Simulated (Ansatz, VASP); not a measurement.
**Two plane-wave programs on SiAs3**

```
Si As
1.0
     3.71322    2.14383    3.52704
    -3.71322    2.14383    3.52704
     0.00000   -4.28765    3.52704
Si As
2 6
Cartesian
  0.0000 0.0000 2.8584
  0.0000 0.0000 7.7227
  1.8490 -1.0675 6.4317
  0.0000 2.1351 6.4317
  -1.8490 -1.0675 6.4317
  -1.8490 1.0675 4.1494
  1.8490 1.0675 4.1494
  0.0000 -2.1351 4.1494
```

Change from the starting cell: species swapped into the SnP3 type (R-3m, No. 166).

Alike in both runs: functional PBE; k mesh 6 × 6 × 6; occupations gaussian, width 0.1 eV; no spin polarisation.

Ansatz relaxed the structure, and its values are those at the end. VASP's run is a single point on that final structure, the one shown.

|  | VASP | Ansatz |
| --- | --- | --- |
| version | VASP 6.6.1 | Ansatz 0.2.0 |
| potentials or method | VASP PAW PBE potentials, release 64 (Si, As) | scalar-relativistic, plane waves, PAW |
| plane-wave cutoff (eV) | 520 | 420 |
| valence electrons in the cell | 38 | 98 |

|  | VASP | Ansatz | Ansatz less VASP |
| --- | --- | --- | --- |
| gap on the k mesh at the Fermi level (eV) | none | none | - |
| pressure (GPa) | 0.2 | 0.0 | -0.22 |
| rms of the force components (eV/Å) | 0.025 | 0.001 | -0.0240 |

A gap of «none» marks a metal or a gap that the smearing closes. The two sets of potentials don't hold the same shells in valence.
